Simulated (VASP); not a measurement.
```yaml
crystal:
  lattice:
    - [2.67931, 0.00000, 0.00000]
    - [-1.33966, 2.32035, 0.00000]
    - [0.00000, 0.00000, 17.68870]
  atoms:
    - { symbol: Si, position: [0.00000, 0.00000, 0.50000] }
    - { symbol: O, position: [0.33333, 0.66667, 0.55094] }
    - { symbol: O, position: [0.66667, 0.33333, 0.44906] }
```

These are r2SCAN meta-GGA, VASP's PBE PAW potentials (set 64) (plane waves; VASP) values and carry that method's errors. Settings: 520 eV cut-off, 11×11×1 Γ-centred mesh, tetrahedra with Blöchl corrections, potentials Si O.

The cell holds a wide vacuum, so values per volume refer to the whole cell. The cores are frozen, which limits the accuracy of field gradients.

Task: Give the principal components of the electric field gradient (V/Å²) and the asymmetry η at each nucleus.

Result: 
```csv
atom,Vxx,Vyy,Vzz,η
Si1,-9.7,-9.7,19.3,0.00
O2,33.1,33.1,-66.3,0.00
O3,33.1,33.1,-66.3,0.00
```

The cell is a sheet with vacuum, built from a generated structure.
